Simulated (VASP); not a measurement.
## AlSn: equation of state with LDA

Crystal: AlSn.

```xyz
2
Lattice="4.0948 0.0000 0.0000 -2.0474 3.5462 0.0000 0.0000 0.0000 3.2717" Properties=species:S:1:pos:R:3 pbc="T T T"
Sn    0.0000    2.3641    1.6359
Al    0.0000    0.0000    0.0000
```

The cell comes from a database or a generator and needn't be the stable form of this composition.

```json
{
 "Program": "VASP 6.6.1",
 "Task": "equation of state",
 "Functional": "LDA",
 "Potentials or basis": "VASP PAW LDA potentials, release 64 (Sn_d, Al)",
 "Cutoff": "520 eV",
 "k mesh": "6 × 6 × 8",
 "Occupations": "fermi-dirac, width 0.05 eV",
 "Spin": "no spin polarisation"
}
```

```json
{"Equilibrium volume": "23.76 Å³/atom", "Bulk modulus at fixed shape and positions": "58 GPa", "Pressure derivative of the bulk modulus": "4.4 (rough: it moves with the points fitted)"}
```

Energy against volume, from the lowest point:
| volume (Å³/atom) | energy (meV/atom) |
| --- | --- |
| 22.804 | 7.48 |
| 23.279 | 1.82 |
| 23.754 | 0.00 |
| 24.230 | 1.65 |
| 24.705 | 6.40 |

All runs of the series together: 52 s on 1 thread of Intel(R) Xeon(R) Platinum 8259CL CPU @ 2.50GHz (Skylake/Cascade Lake), on a shared host.

Caveat: the cell was scaled at fixed shape and fractional positions, which overstates the stiffness of a crystal with free parameters, most of all of layers and chains.
